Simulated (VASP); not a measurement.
A convergence study with VASP on ZnSe (zinc blende): a few settings are varied, all else stays as given below, so the limit is that of these other settings.

```
CELL_PARAMETERS angstrom
      0.00000     2.83500     2.83500
      2.83500     0.00000     2.83500
      2.83500     2.83500     0.00000
ATOMIC_POSITIONS crystal
  Zn 0.00000 0.00000 0.00000
  Se 0.25000 0.25000 0.25000
```

Level of theory: PBEsol GGA, VASP's PBE PAW potentials (set 64) (plane waves; VASP). The last row used: 550 eV cut-off, 15×15×15 Γ-centred mesh, second-order Methfessel-Paxton smearing of 0.40 eV, potentials Zn Se.

Gaps are read on the run's mesh, which can miss a band edge.

```
setting                                   E (eV/atom)  pressure (GPa)  gap on the mesh (eV)  irreducible k-points
----------------------------------------  -----------  --------------  --------------------  --------------------
ISMEAR = -1, SIGMA = 0.01, 4×4×4 mesh         -3.3499           -0.61                 1.151                     8
ISMEAR = -1, SIGMA = 0.1, 4×4×4 mesh          -3.3499           -0.61                 1.151                     8
ISMEAR = 0, SIGMA = 0.01, 4×4×4 mesh          -3.3499           -0.61                 1.151                     8
ISMEAR = 0, SIGMA = 0.2, 4×4×4 mesh           -3.3499           -0.61                 1.151                     8
ISMEAR = 1, SIGMA = 0.05, 4×4×4 mesh          -3.3499           -0.61                 1.151                     8
ISMEAR = 1, SIGMA = 0.2, 4×4×4 mesh           -3.3497           -0.61                 1.151                     8
ISMEAR = 2, SIGMA = 0.05, 4×4×4 mesh          -3.3499           -0.61                 1.151                     8
ISMEAR = 2, SIGMA = 0.2, 4×4×4 mesh           -3.3497           -0.61                 1.151                     8
ISMEAR = -1, SIGMA = 0.01, 9×9×9 mesh         -3.3858           -0.96                 1.166                    35
ISMEAR = -1, SIGMA = 0.2, 9×9×9 mesh          -3.3856           -0.95                 1.166                    35
ISMEAR = 0, SIGMA = 0.01, 9×9×9 mesh          -3.3858           -0.96                 1.166                    35
ISMEAR = 0, SIGMA = 0.4, 9×9×9 mesh           -3.3858           -0.96                 1.166                    35
ISMEAR = 1, SIGMA = 0.05, 9×9×9 mesh          -3.3858           -0.96                 1.166                    35
ISMEAR = 1, SIGMA = 0.4, 9×9×9 mesh           -3.3858           -0.98                 1.166                    35
ISMEAR = 2, SIGMA = 0.05, 9×9×9 mesh          -3.3858           -0.96                 1.166                    35
ISMEAR = 2, SIGMA = 0.4, 9×9×9 mesh           -3.3856           -0.96                 1.166                    35
ISMEAR = -1, SIGMA = 0.05, 15×15×15 mesh      -3.3860           -0.96                 1.166                   120
ISMEAR = -1, SIGMA = 0.2, 15×15×15 mesh       -3.3858           -0.95                 1.166                   120
ISMEAR = 0, SIGMA = 0.1, 15×15×15 mesh        -3.3860           -0.96                 1.166                   120
ISMEAR = 0, SIGMA = 0.4, 15×15×15 mesh        -3.3860           -0.96                 1.166                   120
ISMEAR = 1, SIGMA = 0.1, 15×15×15 mesh        -3.3860           -0.96                 1.166                   120
ISMEAR = 1, SIGMA = 0.4, 15×15×15 mesh        -3.3860           -0.99                 1.167                   120
ISMEAR = 2, SIGMA = 0.1, 15×15×15 mesh        -3.3860           -0.96                 1.166                   120
ISMEAR = 2, SIGMA = 0.4, 15×15×15 mesh        -3.3859           -0.97                 1.166                   120
```

Left out are rungs that failed or repeat a setting and relaxations that didn't move; long series are thinned to 24 rows.

The compound is ZnSe in the zinc blende structure. The cell was not relaxed at this level.
